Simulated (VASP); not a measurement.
Input for VASP

KPOINTS:
```
Regular mesh
0
Gamma
  14 14 14
0 0 0
```

POSCAR:
```
MnB
1
   -0.0000000000     2.0914970515     2.0914970515
    2.0914970515     0.0000000000     2.0914970515
    2.0914970515     2.0914970515     0.0000000000
Mn B
1 1
Direct
  0.0000000000   0.0000000000   0.0000000000
  0.5000000000   0.5000000000   0.5000000000
```

### INCAR
```
# general
SYSTEM   =  MnB
PREC     =  Accurate
ENCUT    =  520
LREAL    =  .FALSE.
LASPH    =  .TRUE.

# electronic loop
EDIFF    =  1E-6
NELM     =  100
ALGO     =  Normal
LMAXMIX  =  4
LMIXTAU  =  .TRUE.

# smearing
ISMEAR   =  1
SIGMA    =  0.1

# functional
METAGGA  =  R2SCAN

# spin
ISPIN    =  2
MAGMOM   =  -2.4 0.3

# ions
IBRION   =  2
NSW      =  60
ISIF     =  3
EDIFFG   =  -0.01

# output
LWAVE    =  .FALSE.
LCHARG   =  .FALSE.
LORBIT   =  10
```

POTCAR, in this order: Mn_pv B (PBE.64 set). Program: vasp_std.

Task: Translate this r2SCAN calculation to Ansatz.

Result: One equivalent input (not run):
Ansatz 0.2 input:
```yaml
crystal:
  lattice:
    - [0.0000000, 2.0914971, 2.0914971]
    - [2.0914971, 0.0000000, 2.0914971]
    - [2.0914971, 2.0914971, 0.0000000]
  atoms:
    - { symbol: Mn, position: [0.0000000, 0.0000000, 0.0000000], spin: -2.4 }
    - { symbol: B, position: [0.5000000, 0.5000000, 0.5000000], spin: 0.3 }
kpoints:
  mp_grid: { grid: [14, 14, 14] }
hamiltonian:
  xc: r2scan
  pseudopotentials: { kind: paw }
magnetization: { spin_polarized: true }
scf:
  occupations: { method: methfessel_paxton, width: 0.1 }
  max_iter: 100
relax:
  max_steps: 60
  f_tol: 0.01
  cell: {}
output: { forces: true, stress: true, eigenvalues: true }
```
Limits of the translation: each code has its own PAW files, so the cut-off isn't converted (ENCUT is set for VASP's; basis.ecutwfc is left out, and Ansatz then takes the one that its files recommend); Ansatz stops its SCF on the density residual and VASP on the energy change (EDIFF).

The structure was generated: MnB was put into the rock salt type (Fm-3m), which need not be its known phase. This run relaxes it. Symmetry was kept, so distortions that lower it aren't found. The start is the result of an earlier pass.
